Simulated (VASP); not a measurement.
# Ti2SiTe2 (P-3m1) in VASP: band structure with PBE

Aim: the band structure of Ti2SiTe2 with PBE.

Everything below comes from runs of VASP 6.6.1. Logs are shortened: lines on timing, memory, paths and dates and some standing lists are left out, and cuts for length are marked.

## Step 1: The structure

The structure is trigonal, space group P-3m1 (No. 164). The conventional cell has a = 3.659 Å, b = 3.659 Å, c = 10.176 Å, α = 90.00°, β = 90.00°, γ = 120.00°. Ti (site symmetry 3m) is surrounded by 3 Si at 2.56 Å and 3 Te at 2.77 Å. Around Si (site symmetry -3m) lie 6 Ti at 2.56 Å. Te (site symmetry 3m) is surrounded by 3 Ti at 2.77 Å.

The cell was built by a generator and needn't be a form met in nature.

## Step 2: Band structure, PBE

Input file INCAR:

```
ALGO = Fast
EDIFF = 1E-6
ENCUT = 520
GGA = PE
ISIF = 2
ISMEAR = 0
LASPH = T
LCHARG = F
LMAXMIX = 4
LREAL = F
LWAVE = F
NELM = 100
PREC = Accurate
SIGMA = 0.1
```

Input file KPOINTS:

```
k-points
0
Gamma
  10 10 4
```

Input file POSCAR:

```
Ti2SiTe2
1.0
    3.6591360000      0.0000000000      0.0000000000
   -1.8295680000      3.1689050000      0.0000000000
    0.0000000000      0.0000000000     10.1759100000
Ti Si Te
2 1 2
Direct
    0.3333330000      0.6666670000      0.1426560000
    0.6666670000      0.3333330000      0.8573440000
    0.0000000000      0.0000000000      0.0000000000
    0.6666670000      0.3333330000      0.3187160000
    0.3333330000      0.6666670000      0.6812840000
```

Input file KPOINTS_OPT:

```
path GMKGALHA,LM,KH
20
line-mode
reciprocal
 0.0000000000  0.0000000000  0.0000000000  G
 0.5000000000  0.0000000000  0.0000000000  M

 0.5000000000  0.0000000000  0.0000000000  M
 0.3333333333  0.3333333333  0.0000000000  K

 0.3333333333  0.3333333333  0.0000000000  K
 0.0000000000  0.0000000000  0.0000000000  G

 0.0000000000  0.0000000000  0.0000000000  G
 0.0000000000  0.0000000000  0.5000000000  A

 0.0000000000  0.0000000000  0.5000000000  A
 0.5000000000  0.0000000000  0.5000000000  L

 0.5000000000  0.0000000000  0.5000000000  L
 0.3333333333  0.3333333333  0.5000000000  H

 0.3333333333  0.3333333333  0.5000000000  H
 0.0000000000  0.0000000000  0.5000000000  A

 0.5000000000  0.0000000000  0.5000000000  L
 0.5000000000  0.0000000000  0.0000000000  M

 0.3333333333  0.3333333333  0.0000000000  K
 0.3333333333  0.3333333333  0.5000000000  H
```

Potentials or basis: VASP PAW PBE potentials, release 64 (Ti_sv, Si, Te).

Started as:

```sh
> cat potpaw_PBE.64/Ti_sv/POTCAR potpaw_PBE.64/Si/POTCAR potpaw_PBE.64/Te/POTCAR > POTCAR
> mpirun -np 1 vasp_std > vasp.out
```

OUTCAR:

```text
EDIFF = 1E-6
   ENCUT = 520
   GGA = PE
   ISIF = 2
   ISMEAR = 0
   LASPH = T
   LREAL = F
   NELM = 100
   PREC = Accurate

 ion  position               nearest neighbor table
   1  0.333  0.667  0.143-   3 2.56   3 2.56   3 2.56   4 2.77   4 2.77   4 2.77
   2  0.667  0.333  0.857-   3 2.56   3 2.56   3 2.56   5 2.77   5 2.77   5 2.77
   3  0.000  0.000  0.000-   1 2.56   2 2.56   2 2.56   1 2.56   2 2.56   1 2.56
   4  0.667  0.333  0.319-   1 2.77   1 2.77   1 2.77
   5  0.333  0.667  0.681-   2 2.77   2 2.77   2 2.77

  LATTYP: Found a hexagonal cell.
 ALAT       =     3.6591360000
 C/A-ratio  =     2.7809597676

  Lattice vectors:

 A1 = (   3.6591360000,   0.0000000000,   0.0000000000)
 A2 = (  -1.8295680000,   3.1689050000,   0.0000000000)
 A3 = (   0.0000000000,   0.0000000000,  10.1759100000)

Analysis of symmetry for initial positions (statically):
=====================================================================
 Subroutine PRICEL returns:
 Original cell was already a primitive cell.

 Routine SETGRP: Setting up the symmetry group for a
 hexagonal supercell.

 Subroutine GETGRP returns: Found 12 space group operations
 (whereof 12 operations were pure point group operations)
 out of a pool of 24 trial point group operations.

The static configuration has the point symmetry D_3d.

Analysis of symmetry for dynamics (positions and initial velocities):
=====================================================================
 Subroutine PRICEL returns:
 Original cell was already a primitive cell.

 Routine SETGRP: Setting up the symmetry group for a
 hexagonal supercell.

 Subroutine GETGRP returns: Found 12 space group operations
 (whereof 12 operations were pure point group operations)
 out of a pool of 24 trial point group operations.

The dynamic configuration has the point symmetry D_3d.

 Subroutine INISYM returns: Found 12 space group operations
 (whereof 12 operations are pure point group operations),
 and found     1 'primitive' translations

----------------------------------------------------------------------------------------

                                     Primitive cell

  volume of cell :     117.9943

[... 92 lines left out ...]
   ENCUT  =  520.0 eV  38.22 Ry    6.18 a.u.   6.80  6.80 18.92*2*pi/ulx,y,z
   NELM   =    100;   NELMIN=  2; NELMDL= -5     # of ELM steps
   EDIFF  = 0.1E-05   stopping-criterion for ELM
   LREAL  =      F    real-space projection
   EDIFFG = 0.1E-04   stopping-criterion for IOM
   NSW    =      0    number of steps for IOM
   IBRION =     -1    ionic relax: 0-MD 1-quasi-New 2-CG
   NFREE  =      0    steps in history (QN), initial steepest desc. (CG)
   ISIF   =      2    stress and relaxation
   ISYM   =      2    0-nonsym 1-usesym 2-fastsym
   POTIM  = 0.5000    time-step for ionic-motion
   TEBEG  =    0.0;   TEEND  =   0.0 temperature during run
   PSTRESS=    0.0 pullay stress
   NELECT =      40.0000    total number of electrons
   NUPDOWN=      -1.0000    fix difference up-down
   EMIN   =  10.00;   EMAX   =-10.00  energy-range for DOS
   EFERMI =   0.00;   METHOD = LEGACY
   ISMEAR =     0;   SIGMA  =   0.10  broadening in eV -4-tet -1-fermi 0-gaus
   EFERMI_NEDOS =   21; number of points for ismear=-14 and -15
   IALGO  =     68    algorithm
   IMIX   =      4    mixing-type and parameters
     AMIX     =   0.40;   BMIX     =  1.00
     AMIX_MAG =   1.60;   BMIX_MAG =  1.00
  volume/ion in A,a.u.               =      23.60       159.25
  Fermi-wavevector in a.u.,A,eV,Ry     =   1.141496  2.157115 17.728577  1.303014
  Thomas-Fermi vector in A             =   2.278196
   LORBIT       =      0    0 simple, 1 ext, 2 COOP (PROOUT), +10 PAW based schemes
   GGA     = PE    functional components
   LHFCALC =     F    Hartree Fock is set to
   AEXX    =    0.0000 exact exchange contribution
   IVDW    =     0    specifies the selected vdW correction
   LEPSILON=     F    determine dielectric tensor
   LRPA    =     F    only Hartree local field effects (RPA)
 non-spin polarized calculation
 RMM-DIIS sequential band-by-band and
 Gauss-broadening in eV      SIGMA  =   0.10
  energy-cutoff  :      520.00
  volume of cell :      117.99
 maximum number of plane-waves:      3196
   NGX = 13   NGY = 13   NGZ = 37

 number of electron      40.0000000 magnetization

 Free energy of the ion-electron system (eV)
  ---------------------------------------------------
  ext. energy  EPLUGINS =         0.00000000
  ---------------------------------------------------
  free energy    TOTEN  =       -30.38885091 eV

  energy without entropy =      -30.37936445  energy(sigma->0) =      -30.38410768

 E-fermi :   6.5825     XC(G=0):  -9.9607

 val. band max:        6.5790216333   @ k =   0.1000   0.0000   0.5000
 cond. band min:       6.5866427450   @ k =   0.0000   0.1000   0.2500
 fundamental gap:      0.0076211117
 Fermi energy:         6.5824580445

 k-point     1 :       0.0000    0.0000    0.0000
  band No.  band energies     occupation
      1     -50.4340      2.00000
      2     -50.4295      2.00000
      3     -26.7069      2.00000
      4     -26.6858      2.00000
      5     -26.6858      2.00000
      6     -26.6791      2.00000
[... 637 lines left out ...]
     23       8.2357      0.00000
     24       8.2380      0.00000

 [... further k-points ...]

------------------------ aborting loop because EDIFF is reached ----------------------------------------

  FORCE on cell =-STRESS in cart. coord.  units (eV):
  Direction    XX          YY          ZZ          XY          YZ          ZX
  --------------------------------------------------------------------------------------
  -------------------------------------------------------------------------------------
  Total        0.0108330      0.0108330      0.0005008      0.0000000     -0.0000000      0.0000000
  in kB        0.1470950      0.1470950      0.0068002      0.0000000     -0.0000000      0.0000000
  external PRESSURE =       0.1003301 kB  Pullay stress =       0.0000000 kB

 VOLUME and BASIS-vectors are now :
 -----------------------------------------------------------------------------
  energy-cutoff  :      520.00
  volume of cell :      117.99
      direct lattice vectors                 reciprocal lattice vectors
     3.659136000  0.000000000  0.000000000     0.273288558  0.157783209  0.000000000
    -1.829568000  3.168905000  0.000000000     0.000000000  0.315566418  0.000000000
     0.000000000  0.000000000 10.175910000     0.000000000  0.000000000  0.098271309

 POSITION                                       TOTAL-FORCE (eV/Angst)
 -----------------------------------------------------------------------------------
     -0.00000      2.11260      1.45165        -0.000000      0.000000     -0.004223
      1.82957      1.05630      8.72426         0.000000      0.000000      0.004223
      0.00000      0.00000      0.00000         0.000000      0.000000      0.000000
      1.82957      1.05630      3.24323         0.000000      0.000000     -0.002867
     -0.00000      2.11260      6.93268         0.000000      0.000000      0.002867
 -----------------------------------------------------------------------------------
    total drift:                                0.000000     -0.000000      0.000000

  FREE ENERGIE OF THE ION-ELECTRON SYSTEM (eV)
  ---------------------------------------------------
  free  energy   TOTEN  =       -30.3888509089 eV

  energy  without entropy=      -30.3793644527  energy(sigma->0) =      -30.38410768
```

OSZICAR:

```text
N       E                     dE             d eps       ncg     rms          rms(c)
DAV:   1     0.397204533446E+03    0.39720E+03   -0.19168E+04  2400   0.164E+03
DAV:   2     0.172313061064E+02   -0.37997E+03   -0.37687E+03  2520   0.461E+02
DAV:   3    -0.300982624246E+02   -0.47330E+02   -0.46441E+02  4128   0.134E+02
DAV:   4    -0.348032273080E+02   -0.47050E+01   -0.46947E+01  3792   0.387E+01
DAV:   5    -0.350970541083E+02   -0.29383E+00   -0.29379E+00  3536   0.780E+00    0.171E+01
RMM:   6    -0.305860478882E+02    0.45110E+01   -0.38624E+01  3671   0.416E+01    0.545E+00
RMM:   7    -0.301711920858E+02    0.41486E+00   -0.45585E+00  3719   0.140E+01    0.395E+00
RMM:   8    -0.303692315758E+02   -0.19804E+00   -0.28667E+00  4092   0.629E+00    0.160E+00
RMM:   9    -0.303571443324E+02    0.12087E-01   -0.46919E-01  3468   0.549E+00    0.113E+00
RMM:  10    -0.303727274739E+02   -0.15583E-01   -0.19592E-01  3898   0.230E+00    0.409E-01
[... 71 further cycles ...]
DAV:   1     0.152803018300E+05   -0.44179E+05     1464
DAV:   2     0.421905485664E+04   -0.11061E+05     1480
DAV:   3     0.283676813325E+04   -0.13823E+04     2416
DAV:   4     0.267714045563E+04   -0.15963E+03     2352
DAV:   5     0.266543810361E+04   -0.11702E+02     2152
DAV:   6     0.266515515126E+04   -0.28295E+00     2120
DAV:   7     0.266514338670E+04   -0.11765E-01     2176
DAV:   8     0.266514324930E+04   -0.13739E-03     2104
DAV:   9     0.266514324661E+04   -0.26961E-05     1576
DAV:  10     0.266514324633E+04   -0.27970E-06     1376
```

stdout:

```text
POSCAR found type information on POSCAR TiSiTe
 POSCAR found :  3 types and       5 ions
 scaLAPACK will be used
 LDA part: xc-table for (Slater+PW92), standard interpolation
 POSCAR, INCAR and KPOINTS ok, starting setup
 FFT: planning ... GRIDC
 FFT: planning ... GRID_SOFT
 FFT: planning ... GRID
 WAVECAR not read
 entering main loop
WARNING in EDDRMM: call to ZHEGV failed, returncode =   8  4     19
WARNING in EDDRMM: call to ZHEGV failed, returncode =   8  4     10
WARNING in EDDRMM: call to ZHEGV failed, returncode =   8  4     22
 Start KPOINTS_OPT (optional k-point list driver)
k-point batch [1-50\180]
k-point batch [51-100\180]
k-point batch [101-150\180]
k-point batch [151-180\180]
```

It took 15 min on 1 thread of Intel Xeon Platinum 8259CL at 2.50GHz (Skylake/Cascade Lake), shared host; peak memory 0.41 GiB.

Results:

```
Free energy             : -30.3889 eV
Pressure                : 0.0 GPa
Largest force           : 0.004 eV/Å
Band gap along the path : none (metal or under the smearing width)
```

Forces on the atoms (eV/Å):
```
Ti   0.000  0.000 -0.004
Ti   0.000  0.000  0.004
Si   0.000  0.000  0.000
Te   0.000  0.000 -0.003
Te   0.000  0.000  0.003
```

Levels at the corners of the path, in eV from the Fermi level:
```csv
point,band 16,band 17,band 18,band 19,band 20,band 21,band 22,band 23,band 24
Γ,-0.57,-0.57,0.27,0.28,0.38,0.38,1.19,1.19,2.04
M,-2.08,-1.59,-1.17,-0.96,-0.65,-0.16,1.30,1.63,1.66
M,-2.08,-1.59,-1.17,-0.96,-0.65,-0.16,1.30,1.63,1.66
K,-2.86,-2.86,-1.61,-1.61,-1.49,1.09,1.42,1.42,1.80
K,-2.86,-2.86,-1.61,-1.61,-1.49,1.09,1.42,1.42,1.80
Γ,-0.57,-0.57,0.27,0.28,0.38,0.38,1.19,1.19,2.04
Γ,-0.57,-0.57,0.27,0.28,0.38,0.38,1.19,1.19,2.04
A,-1.05,-0.55,-0.55,0.38,0.38,0.74,1.18,1.18,1.96
A,-1.05,-0.55,-0.55,0.38,0.38,0.74,1.18,1.18,1.96
L,-1.84,-1.55,-1.39,-1.07,-0.54,-0.04,1.29,1.63,1.64
L,-1.84,-1.55,-1.39,-1.07,-0.54,-0.04,1.29,1.63,1.64
H,-2.63,-2.63,-1.79,-1.79,-1.54,1.27,1.42,1.42,1.86
H,-2.63,-2.63,-1.79,-1.79,-1.54,1.27,1.42,1.42,1.85
A,-1.05,-0.55,-0.55,0.38,0.38,0.74,1.18,1.18,1.95
L,-1.84,-1.55,-1.39,-1.07,-0.54,-0.04,1.29,1.63,1.64
M,-2.08,-1.59,-1.17,-0.96,-0.65,-0.16,1.30,1.63,1.66
K,-2.86,-2.86,-1.61,-1.61,-1.49,1.09,1.42,1.42,1.80
H,-2.63,-2.63,-1.79,-1.79,-1.54,1.27,1.42,1.42,1.82
```

Caveat: spin-orbit coupling is left out, which moves the levels of the heavy elements; this functional lacks dispersion, which binds the layers, so the pressure and a relaxed spacing across them are unreliable.
